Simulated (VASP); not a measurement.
Output of a VASP run:

**OSZICAR**
```
       N       E                     dE             d eps       ncg     rms          rms(c)
DAV:   1     0.137956651102E+03    0.13796E+03   -0.90258E+03  6804   0.362E+02
DAV:   2    -0.138506083932E+01   -0.13934E+03   -0.13185E+03  8562   0.109E+02
DAV:   3    -0.845990557925E+01   -0.70748E+01   -0.70008E+01  8168   0.238E+01
DAV:   4    -0.851911988606E+01   -0.59214E-01   -0.59202E-01  8148   0.231E+00
DAV:   5    -0.851984297650E+01   -0.72309E-03   -0.72308E-03  8160   0.242E-01    0.170E+01
DAV:   6    -0.818053475580E+01    0.33931E+00   -0.11452E-01  8014   0.112E+00    0.110E+01
DAV:   7    -0.807407278646E+01    0.10646E+00   -0.29786E-01  8122   0.164E+00    0.751E-01
DAV:   8    -0.806419899584E+01    0.98738E-02   -0.41674E-02  7518   0.601E-01    0.380E-01
DAV:   9    -0.806413053307E+01    0.68463E-04   -0.25180E-03  8282   0.134E-01    0.844E-02
DAV:  10    -0.806416751291E+01   -0.36980E-04   -0.72144E-05  8020   0.300E-02    0.429E-02
DAV:  11    -0.806417669663E+01   -0.91837E-05   -0.11436E-05  8006   0.133E-02    0.824E-03
DAV:  12    -0.806417727141E+01   -0.57478E-06   -0.18481E-06  8136   0.441E-03    0.364E-03
DAV:  13    -0.806417760084E+01   -0.32943E-06   -0.30674E-07  7886   0.162E-03    0.297E-03
DAV:  14    -0.806417761127E+01   -0.10423E-07   -0.83963E-09  5092   0.314E-04
   1 F= -.80641776E+01 E0= -.80641776E+01  d E =-.254320E-23
 imaginary and real dielectric function
```

**OUTCAR**
```
------------------------ aborting loop because EDIFF is reached ----------------------------------------
  FORCE on cell =-STRESS in cart. coord.  units (eV):
  Direction    XX          YY          ZZ          XY          YZ          ZX
  --------------------------------------------------------------------------------------
  Total        0.0514041     -0.0048010     -0.0108776      0.0000000      0.0000000      0.0000000
  in kB        0.7787747     -0.0727358     -0.1647968      0.0000000      0.0000000      0.0000000
  external PRESSURE =       0.1804140 kB  Pullay stress =       0.0000000 kB
  volume of cell :      105.75
      direct lattice vectors                 reciprocal lattice vectors
     3.368369657 -1.957279874  0.000000000     0.148439765 -0.255456568  0.000000000
     3.368369657  1.957279874  0.000000000     0.148439765  0.255456568  0.000000000
     0.000000000  0.000000000  8.020353378     0.000000000  0.000000000  0.124682786
 POSITION                                       TOTAL-FORCE (eV/Angst)
 -----------------------------------------------------------------------------------
      3.36837     -1.46532      4.89189         0.000000     -0.000569      0.014875
      3.36837      1.46532      3.12846         0.000000      0.000569     -0.014875
      3.36837     -0.49196      0.88171         0.000000      0.000569      0.014875
      3.36837      0.49196      7.13864         0.000000     -0.000569     -0.014875
 -----------------------------------------------------------------------------------
    total drift:                               -0.000000     -0.000000     -0.000000
  FREE ENERGIE OF THE ION-ELECTRON SYSTEM (eV)
  ---------------------------------------------------
  free  energy   TOTEN  =        -8.0641776113 eV

  energy  without entropy=       -8.0641776113  energy(sigma->0) =       -8.06417761

 plasma frequency squared (from intraband transitions) (eV^2)
  --------------------------------------------------------------------------------------
       0.000       0.000       0.000
       0.000       0.000       0.000
       0.000       0.000       0.000

 plasma frequency squared (from interband transitions, int dw w eps(2)(w)) (eV^2)
  --------------------------------------------------------------------------------------
     299.935       0.000       0.000       0.000       0.000       0.000
       0.000       0.000     301.678       0.000       0.000      -0.000
       0.000       0.000       0.000       0.000     305.148       0.000
```
(Selected blocks of OUTCAR.)

File POSCAR:
```
Cl
1
    3.3683696572    -1.9572798745     0.0000000000
    3.3683696572     1.9572798745     0.0000000000
    0.0000000000     0.0000000000     8.0203533782
Cl
4
Direct
  0.8743244333   0.1256755667   0.6099346212
  0.1256755667   0.8743244333   0.3900653788
  0.6256755667   0.3743244333   0.1099346212
  0.3743244333   0.6256755667   0.8900653788
```

**Question.** Reconstruct the remaining input files.

**Answer.** One answer among several that fit: the input of the run itself, PBEsol GGA, plane waves, VASP's PBE PAW potentials (set 64).

### INCAR
```
! general
SYSTEM =Cl
PREC   =Accurate
ENCUT  =400
LREAL  =.FALSE.
LASPH  =.TRUE.
NBANDS =54

! electronic loop
EDIFF  =1E-7
NELM   =100
ALGO   =Normal

! smearing
ISMEAR =0
SIGMA  =0.01

! functional
GGA    =PS

! output
LWAVE  =.FALSE.
LCHARG =.FALSE.
NEDOS  =1001

! other
LOPTICS=.TRUE.
CSHIFT =0.1
```

### KPOINTS
```
K-points
0
Gamma
  8 8 4
0 0 0
```

POTCAR, in this order: Cl (PBE.64 set). Program: vasp_std.

The dielectric response may not be converged in the k-mesh; for small gaps it tends to come out too large.

The structure comes from a computed database's Cl entry (Cmce); how it stands against other phases isn't given here. It was relaxed first, which changed the volume by -6 %.
